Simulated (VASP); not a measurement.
Here is the system:

```
Cs
1.0
   -3.05000     3.05000     3.05000
    3.05000    -3.05000     3.05000
    3.05000     3.05000    -3.05000
Cs
1
Direct
  0.00000   0.00000   0.00000
```

Computed with vdW-DF-cx, VASP's PBE PAW potentials (set 64) (plane waves; VASP 6.6.1). Numerical set-up: 520 eV cut-off, 8×8×8 Γ-centred mesh, first-order Methfessel-Paxton smearing of 0.10 eV, potentials Cs_sv.

Energy and stress use the plane-wave basis of the starting cell.

**Question.** The ions, cell shape and volume are relaxed. What does this cell relax into?

**Answer.** 
```
Cs
1.0
   -3.02013     3.02013     3.02013
    3.02013    -3.02013     3.02013
    3.02013     3.02013    -3.02013
Cs
1
Direct
  0.00000   0.00000   0.00000
```
Space group Im-3m (229), at a tolerance of 0.03 Å.

**Question.** How do energy and volume change from the first to the last step?

**Answer.** The energy (σ→0) changes by -0.6 meV/atom and the volume by -2.9 %, in 4 ionic steps.

The compound is Cs in the bcc structure. This run relaxes it. Symmetry was kept, so distortions that lower it aren't found.
